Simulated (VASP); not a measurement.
Here is the system:

```
CsI
1.0
    4.66878     0.00000     0.00000
    0.00000     4.66878     0.00000
    0.00000     0.00000     4.66878
Cs I
1 1
Cartesian
  0.00000   0.00000   0.00000
  2.33439   2.33439   2.33439
```

Level of theory: PBE GGA, VASP's PBE PAW potentials (set 64) (plane waves; VASP). Settings: 530 eV cut-off, 5×5×5 Γ-centred mesh, Gaussian smearing of 0.050 eV, potentials Cs_sv I.

Task: Give the elastic stiffness tensor with the ions relaxed (GPa, in the frame of the cell).

Result: 
```json
[
 {"": "xx", "xx": "21.3", "yy": "4.3", "zz": "4.3", "yz": "0.0", "xz": "0.0", "xy": "0.0"},
 {"": "yy", "xx": "4.3", "yy": "21.3", "zz": "4.3", "yz": "0.0", "xz": "0.0", "xy": "0.0"},
 {"": "zz", "xx": "4.3", "yy": "4.3", "zz": "21.3", "yz": "0.0", "xz": "0.0", "xy": "0.0"},
 {"": "yz", "xx": "0.0", "yy": "0.0", "zz": "0.0", "yz": "4.1", "xz": "0.0", "xy": "0.0"},
 {"": "xz", "xx": "0.0", "yy": "0.0", "zz": "0.0", "yz": "0.0", "xz": "4.1", "xy": "0.0"},
 {"": "xy", "xx": "0.0", "yy": "0.0", "zz": "0.0", "yz": "0.0", "xz": "0.0", "xy": "4.1"}
]
```

Task: What does the run give for the Hill bulk modulus, Hill shear modulus, Young's modulus, Poisson's ratio?

Result: 
| Property | Result |
|---|---|
| Hill bulk modulus | 9.9 GPa |
| Hill shear modulus | 5.5 GPa |
| Young's modulus | 14.0 GPa |
| Poisson's ratio | 0.266 |

The compound is CsI in the CsCl type structure. It was relaxed first, which changed the volume by +7 %.
